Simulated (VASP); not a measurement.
Given:

```xyz
2
Lattice="3.1640 0.0000 0.0000 0.0000 3.1640 0.0000 0.0000 0.0000 3.1640" Properties=species:S:1:pos:R:3 pbc="T T T"
Zn     1.5820     1.5820     1.5820
Au     0.0000     0.0000     0.0000
```

The numbers are results of PBE GGA with D3 dispersion (zero damping), VASP's PBE PAW potentials (set 64) (plane waves; VASP), not measurements. Run with 520 eV cut-off, 13×13×13 Γ-centred mesh, tetrahedra with Blöchl corrections, potentials Zn Au.

Unless said otherwise, spin-orbit coupling is left out, though it shifts the bands of the heavy elements here.

Problem. Predict the energy per atom (σ→0), band gap (on the k-mesh) with the smallest direct gap where there is one.

Solution. 
```yaml
band gap (on the k-mesh): none (metal, semimetal or under 0.01 eV)
energy per atom (σ→0): -2.982 eV/atom
```

Total energies compare only between runs with the same potentials, cut-off and functional.

The compound is AuZn in the CsCl type structure. It was relaxed first. The electron count is odd and the run is not spin-polarised, which forces a metal.
